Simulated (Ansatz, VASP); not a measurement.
**Rh (Rhodium) in two plane-wave programs**

One calculation is typed for both programs; each brings its own data sets and cutoff. How far apart do they land? The cell is a member of a volume series, scaled by 1.015 from a relaxed one, so a pressure remains.

Calculated with Ansatz 0.2.0; plane waves, with VASP 6.6.1 beside it; single point at PBE.

## 1. Set-up

It takes space group Fm-3m (No. 225, cubic). The conventional cell has a = 3.848 Å, b = 3.848 Å, c = 3.848 Å, α = 90.00°, β = 90.00°, γ = 90.00°. Rh has 12 Rh at 2.72 Å nearest.

## 2. VASP: single point, PBE, volume scaled by 1.015

With cell and atoms fixed, the geometry can't cause a difference; cores, projectors, grids and the points listed under the comparison can.

Lines of VASP's logs that name or quote its potential files are left out, and so is its time.

The input asks for a relaxation, which ended at its first step since no free force or stress exceeded the threshold; so it serves as a single point.

File INCAR:

```
SYSTEM = Rh
PREC = Accurate
ENCUT = 450
EDIFF = 1E-06
NELM = 100
ISMEAR = 1
SIGMA = 0.15
LREAL = .FALSE.
ALGO = Normal
GGA = PE
NBANDS = 13
LORBIT = 11
LWAVE = .FALSE.
LCHARG = .FALSE.
KPAR = 4
IBRION = 2
NSW = 30
ISIF = 4
EDIFFG = -0.01
```

File POSCAR:

```
Rh
1.0
    0.0000000000      1.9240840599      1.9240840599
    1.9240840599      0.0000000000      1.9240840599
    1.9240840599      1.9240840599      0.0000000000
Rh
1
Direct
    0.0000000000      0.0000000000      0.0000000000
```

File KPOINTS:

```
Automatic mesh
0
Gamma
20 20 20
0 0 0
```

The projector-augmented-wave data sets are Rh_pv (PBE family, release 64).

Started as:

```
$ mpirun -np 4 vasp_std
```

Numbers of over 12 decimals in the logs are rounded to 6 here.

What it wrote:

```text
[banner, memory and clock lines left out]
running    4 mpi-ranks, on    1 nodes
 distrk:  each k-point on    1 cores,    4 groups
 distr:  one band on    1 cores,    1 groups

 POSCAR found type information on POSCAR Rh
 POSCAR found :  1 types and       1 ions
 LDA part: xc-table for (Slater+PW92), standard interpolation
 POSCAR, INCAR and KPOINTS ok, starting setup
 FFT: planning ... GRIDC
 FFT: planning ... GRID_SOFT
 FFT: planning ... GRID
 WAVECAR not read
 entering main loop
       N       E                     dE             d eps       ncg     rms          rms(c)
DAV:   1     0.109873982183E+03    0.10987E+03   -0.82819E+03  6690   0.110E+03
DAV:   2    -0.635116933171E+01   -0.11623E+03   -0.11103E+03  7126   0.333E+02
DAV:   3    -0.775439753806E+01   -0.14032E+01   -0.13994E+01  7911   0.410E+01
DAV:   4    -0.776139665744E+01   -0.69991E-02   -0.69982E-02  7656   0.298E+00
DAV:   5    -0.776148857730E+01   -0.91920E-04   -0.91916E-04  8206   0.309E-01    0.926E+00
DAV:   6    -0.726840449362E+01    0.49308E+00   -0.86793E-01  7526   0.136E+01    0.323E+00
DAV:   7    -0.725929142443E+01    0.91131E-02   -0.66974E-02  8291   0.193E+00    0.147E+00
DAV:   8    -0.725625006316E+01    0.30414E-02   -0.55849E-03  7351   0.104E+00    0.880E-02
DAV:   9    -0.725608763697E+01    0.16243E-03   -0.31781E-04  8351   0.257E-01    0.146E-02
DAV:  10    -0.725608873625E+01   -0.10993E-05   -0.14119E-05  7884   0.487E-02    0.917E-03
DAV:  11    -0.725608676689E+01    0.19694E-05   -0.41582E-07  5640   0.679E-03    0.268E-04
DAV:  12    -0.725608678827E+01   -0.21389E-07   -0.18950E-08  5278   0.175E-03
   1 F= -.72560868E+01 E0= -.72565069E+01  d E =-.725609E+01
 curvature:   0.00 expect dE= 0.000E+00 dE for cont linesearch  0.000E+00
 trial: gam= 0.00000 g(F)=  0.762E-62 g(S)=  0.561E-32 ort = 0.000E+00 (trialstep = 0.100E+01)
 search vector abs. value=  0.100E-09
 reached required accuracy - stopping structural energy minimisation
```

From OUTCAR (step 2):

```text
ion  position               nearest neighbor table
   1  0.000  0.000  0.000-

  LATTYP: Found a face centered cubic cell.
 ALAT       =     3.8481681198

 Subroutine GETGRP returns: Found 48 space group operations
 (whereof 48 operations were pure point group operations)

The static configuration has the point symmetry O_h .

 Found    256 irreducible k-points:

   k-points           NKPTS =    256   k-points in BZ     NKDIM =    256   number of bands    NBANDS=     13

   dimension x,y,z NGX =    20 NGY =   20 NGZ =   20
   dimension x,y,z NGXF=    40 NGYF=   40 NGZF=   40

   ENCUT  =  450.0 eV  33.07 Ry    5.75 a.u.   4.71  4.71  4.71*2*pi/ulx,y,z

   NELECT =      15.0000    total number of electrons

 k-points in reciprocal lattice and weights: Automatic mesh
   0.00000000  0.00000000  0.00000000       0.000
   0.05000000  0.00000000  0.00000000       0.001
   0.10000000  0.00000000  0.00000000       0.001
   0.15000000  0.00000000  0.00000000       0.001
   0.20000000  0.00000000  0.00000000       0.001
   0.25000000  0.00000000  0.00000000       0.001
   0.30000000  0.00000000  0.00000000       0.001
   0.35000000  0.00000000  0.00000000       0.001
   0.40000000  0.00000000  0.00000000       0.001
[...]
-0.30000000  0.50000000  0.20000000       0.002
  -0.25000000  0.50000000  0.25000000       0.001

 average (electrostatic) potential at core
       1 -71.3371

 E-fermi :  11.2650

 k-point     1 :       0.0000    0.0000    0.0000
  band No.  band energies     occupation
    ...
      5       8.3488      2.00000
      6       8.3488      2.00000
      7       8.3488      2.00000
      8      10.3270      2.00000
      9      10.3270      2.00000
     10      27.2773      0.00000
     11      31.9054      0.00000
     12      32.5380      0.00000
     13      32.5380      0.00000

 k-point     2 :       0.0500    0.0000    0.0000
  band No.  band energies     occupation
    ...
      5       8.3063      2.00000
      6       8.3867      2.00000
      7       8.3867      2.00000
      8      10.3060      2.00000
      9      10.3060      2.00000
     10      27.4147      0.00000
     11      31.8967      0.00000
     12      31.9675      0.00000
     13      32.6767      0.00000

 k-point     3 :       0.1000    0.0000    0.0000
  band No.  band energies     occupation
    ...
      5       8.1954      2.00000
      6       8.4887      2.00000
      7       8.4887      2.00000
      8      10.2572      2.00000
      9      10.2572      2.00000
     10      27.7872      0.00000
     11      30.7002      0.00000
     12      31.9080      0.00000
     13      33.0805      0.00000

  Total       -0.3316256     -0.3316256     -0.3316256      0.0000000     -0.0000000      0.0000000
  in kB      -37.2955042    -37.2955042    -37.2955042      0.0000000     -0.0000000      0.0000000
  external PRESSURE =     -37.2955042 kB  Pullay stress =       0.0000000 kB

  energy-cutoff  :      450.00
  volume of cell :       14.25
      direct lattice vectors                 reciprocal lattice vectors
     0.000000000  1.924084060  1.924084060    -0.259863906  0.259863906  0.259863906
     1.924084060  0.000000000  1.924084060     0.259863906 -0.259863906  0.259863906
     1.924084060  1.924084060  0.000000000     0.259863906  0.259863906 -0.259863906

 POSITION                                       TOTAL-FORCE (eV/Angst)
 -----------------------------------------------------------------------------------
      0.00000      0.00000      0.00000         0.000000     -0.000000      0.000000
 -----------------------------------------------------------------------------------
    total drift:                               -0.000000     -0.000000     -0.000000

  FREE ENERGIE OF THE ION-ELECTRON SYSTEM (eV)
  ---------------------------------------------------
  free  energy   TOTEN  =        -7.2560867883 eV

  energy  without entropy=       -7.2573469735  energy(sigma->0) =       -7.25650685

 reached required accuracy - stopping structural energy minimisation

 total charge
# of ion       s       p       d       tot
------------------------------------------
    1        0.397   6.278   7.050  13.725

[... 3 further parts left out ...]
```

CONTCAR:

```
Rh
   1.00000000000000
     0.0000000000000000    1.9240840599000000    1.9240840599000000
     1.9240840599000000    0.0000000000000000    1.9240840599000000
     1.9240840599000000    1.9240840599000000    0.0000000000000000
  Rh
     1
Direct
     0.0000000000000000    0.0000000000000000    0.0000000000000000
```

## 3. Ansatz: single point, PBE, volume scaled by 1.015

Ansatz runs on its default PAW (the set named soft_2) files.

The same cell, functional, mesh and smearing now go to Ansatz, which takes its cutoff from its data sets.

File input.yaml:

```yaml
crystal:
  lattice:
    - [0.0, 1.92408406, 1.92408406]
    - [1.92408406, 0.0, 1.92408406]
    - [1.92408406, 1.92408406, 0.0]
  atoms:
    - { symbol: Rh, position: [0.0, 0.0, 0.0] }
hamiltonian:
  xc: pbe
  pseudopotentials: { kind: paw }
kpoints:
  mp_grid: { grid: [20, 20, 20] }
scf:
  occupations: { method: methfessel_paxton, width: 0.15 }
  n_extra_bands: 4
output:
  forces: true
  stress: true
  eigenvalues: true
  write_density: true
  write_potential: true
  elf: true
  volumetric_format: npy
```

Started as:

```
$ ansatz run input.yaml --threads 2 --pin off --max-ram 4608MiB --backend cpu --events-out ev --progress --plain --runs-dir out
```

What it wrote:

```text
scf.n_extra_bands = 4 over 9 filled bands (N_el = 17.0): the run solves 13 bands
Engine: ansatz 0.2.0, aarch64-unknown-linux-gnu
Pseudopotentials: kind: paw
Pseudopotential: Rh, paw, valence charge 17, recommended cutoff 420 eV (normal), Rh.paw.azcp
Functional definition: PBE
  parameter kappa = 0.804
  parameter beta = 0.066725
  exchange = pbe_x(kappa = kappa, mu = beta*pi^2/3)
  correlation = pbe_c(beta = beta)
Crystal: 1 atoms, lattice volume = 14.246 Å³
Basis set: ecut = 420 eV, 283 PW (Γ), exchange–correlation on 40×40×40 points (8 copies of the dense FFT grid, shifted against one another)
Bands: 13, of which v1, the nominal top of the filled ones, is band 9 counted from 1 (8 counted from 0)
Symmetry: 48 space group operations
Space group: Fm-3m (ITA 225), of the structure as read, at distance tolerance 2.4e-5 Å
k-points: 256 of 8000
Non-local potential: Rh, projectors of the file, l = 0: 3, l = 1: 2, l = 2: 2, l = 3: 1
PAW form: soft (Blöchl's): semilocal exchange-correlation on the pseudo side does not see the compensation charge
PAW one-centre angular grid: Rh, 590 points (default); XC on 64 Gauss nodes
Initial density: superposition of atomic densities (neutral atoms: chi_scale 0, normalization atom), corrected by the library's trained network
Initial wavefunctions: pseudopotential atomic-orbital guess
Functional: x = pbe(κ = 0.804, μ = 0.219515), c = pbe(β = 0.066725)
SCF iter   1: F=—  HF=-6402.887416 eV  |F-HF|=—  |Δ(HF+E_count)|=         —  Δρ=2.94e-3  dr2=3.02e-4  ethr=1.77e-3  ⟨swp⟩=4.8  Hψ=18048  notcnv=0
preconditioner: auto → none  [metal: Δε(μ)=0.005 eV  Ē_g=13.614 eV  σ=0.150 eV  W_gap=0.03  n_scr=0 (ndim 8)  ℏωp=29.5 eV  f_vac=0.000  D(μ)=1.18/eV (n_scr^D=14)]
SCF iter   2: F=—  HF=-6402.887489 eV  |F-HF|=—  |Δ(HF+E_count)|=   7.28e-5  S|Δr|=    0.00e0  Δρ=1.50e-3  dr2=6.69e-5  ethr=1.77e-6  ⟨swp⟩=2.9  Hψ=7769  notcnv=0
SCF iter   3: F=—  HF=-6402.887491 eV  |F-HF|=—  |Δ(HF+E_count)|=   2.31e-6  S|Δr|=    0.00e0  Δρ=7.61e-4  dr2=1.37e-5  ethr=3.94e-7  ⟨swp⟩=2.1  Hψ=4504  notcnv=0
SCF iter   4: F=—  HF=-6402.887501 eV  |F-HF|=—  |Δ(HF+E_count)|=   9.73e-6  S|Δr|=    0.00e0  Δρ=6.22e-5  dr2=3.17e-7  ethr=8.03e-8  ⟨swp⟩=2.6  Hψ=5177  notcnv=0
SCF iter   5: F=-6402.887501 eV  HF=-6402.887501 eV  |F-HF|=8.91e-9  |Δ(HF+E_count)|=   6.01e-9  S|Δr|=    0.00e0  Δρ=1.53e-5  dr2=9.99e-9  ethr=5.88e-10  ⟨swp⟩=8.1  Hψ=20886  notcnv=0
SCF 1 converged in 5 iterations: F = -6402.887501 eV  dr2 = 9.99e-9
  greatest PAW one-centre occupation: 1.000 electrons in one spin orbital (limit 2), on the Rh atom at site 0 (counted from 0), in its partial waves of l = 0
SCF converged after 5 iterations
Stability not checked: this state was not tested for a lower state beside it, because cold or Methfessel-Paxton smearing, or corrected tetrahedra, fill the levels in a way that the test cannot read (fill_not_monotonic; see scf.lower_state_search)
Free energy (F): -6402.887501 eV
Harris-Foulkes:  -6402.887501 eV  (|F-HF|=8.91e-9)
Internal energy: -6402.888784 eV  (E = F + TS)
E sigma→0 (E₀):  -6402.887822 eV
Entropy (-TS):   0.001283 eV (1.283 meV/atom)
Fermi energy:    21.392652 eV
--- Per-component energies (eV) ---
  E_band       = -100.020109
  E_kinetic    = 572.357198
  E_local      = -1606.784232  (includes V_loc(G=0)·N_el)
  E_nonlocal   = 354.555084
  E_hartree    = 564.496173
  E_xc         = -221.576450
  E_vxc        = -278.128040  (∫ρ·V_xc dr)
  E_paw        = -3586.849743  (= ΣΔE_a)
  E_vpaw       = -271.008336  (= ΣTr[D̂ρ^β])
  E_aug_tail   = 0.000854  (compensation charges beyond the density's cutoff)
  E_ewald      = -2479.087668
  E_smearing   = 0.001283  (= −TS)
  E_closure    = -0.000000  (closes the sum)
  Σ components = -6402.887501   (vs F -6402.887501, Δ=0.00e0)
--- Forces (eV/Å), atoms counted from 1 ---
  atom   1  Rh    -0.00000000     0.00000000    -0.00000000
  max |Σ_I F_I| component: 1.07e-31 eV/Å
--- Stress (GPa, compression-positive) ---
       -3.609930      -0.000000       0.000000
       -0.000000      -3.609930      -0.000000
        0.000000       0.000000      -3.609930
  P = ⅓ Tr σ = -3.6099 GPa (-36.099 kbar)
--- Band table (eV; the first three rows and the last of 256) ---
  k-point 0: bands = [... 5 lower, 18.4746, 18.4746, 18.4746, 20.4473, 20.4473, 37.2198, 42.3692, 42.3692]
  k-point 1: bands = [... 5 lower, 18.4322, 18.5126, 18.5126, 20.4264, 20.4264, 37.3554, 41.8266, 42.5064]
  k-point 2: bands = [... 5 lower, 18.3216, 18.6149, 18.6149, 20.3779, 20.3779, 37.7242, 40.6275, 42.9085]
  k-point 255: bands = [... 5 lower, 17.7842, 17.7842, 20.2590, 22.3199, 30.7520, 30.7520, 32.2874, 33.7025]
```

Elapsed: 1.9 s, on 2 threads of Arm Neoverse V2, shared host; peak memory 0.3 GiB; 3.2 s of CPU time.

The run ends at a pressure of -3.61 GPa.

## 4. Side by side

Known differences besides the potentials themselves: the data sets hold 17 valence electrons in Ansatz (default PAW (the set named soft_2) files) and 15 in VASP; the cutoff is 420 eV in Ansatz and 450 eV in VASP; VASP leaves aspherical gradient terms in its spheres out (LASPH is not set), Ansatz keeps them. Total energies have different zeros and are not compared.

The two programs side by side:

| quantity | Ansatz | VASP | difference |
| --- | --- | --- | --- |
| pressure (GPa) | -3.61 | -3.73 | +0.12 |
| pressure without Ansatz's Pulay correction (GPa) | -3.72 | -3.73 | +0.01 |

Ansatz's pressure holds a Pulay correction of 0.11 GPa; VASP's holds none.

## 5. What the set-up changes

Further runs change the set-up of one program: Ansatz's method, potentials or start, or VASP's data sets, cutoff or form of LDA. The table gives Ansatz less VASP for each quantity, since a change that brings one quantity closer may part another.

| run | pressure (GPa) |
| --- | --- |
| as above | 0.12 |
| Ansatz's all-electron LAPW method | 0.085 |

## 6. Summary of results

| Quantity | Value |
| --- | --- |
| difference in pressure (single point, PBE, volume scaled by 1.015) | 0.12 GPa |

The difference in pressure is 0.12 GPa (single point, PBE, volume scaled by 1.015), within the 1 GPa picked in this series as the mark of a large difference. Single point, PBE, volume scaled by 1.015, Ansatz's all-electron LAPW method: the difference in pressure goes from 0.12 to 0.085 GPa. How closely two codes agree says nothing of how well the functional describes the real material.

[Lines on the potential files, build, host, timing and source positions are cut from VASP's logs without a mark.]

[Logs are printed without paths, hosts, clocks, repeated set-up lines and the standing remarks that a program may print on its own settings, such as how far it seeks lower states.]

[Hosts, paths, dates, database ids (printed as entryN), source tags and the programs' standing remarks are cut or masked in the printed files.]
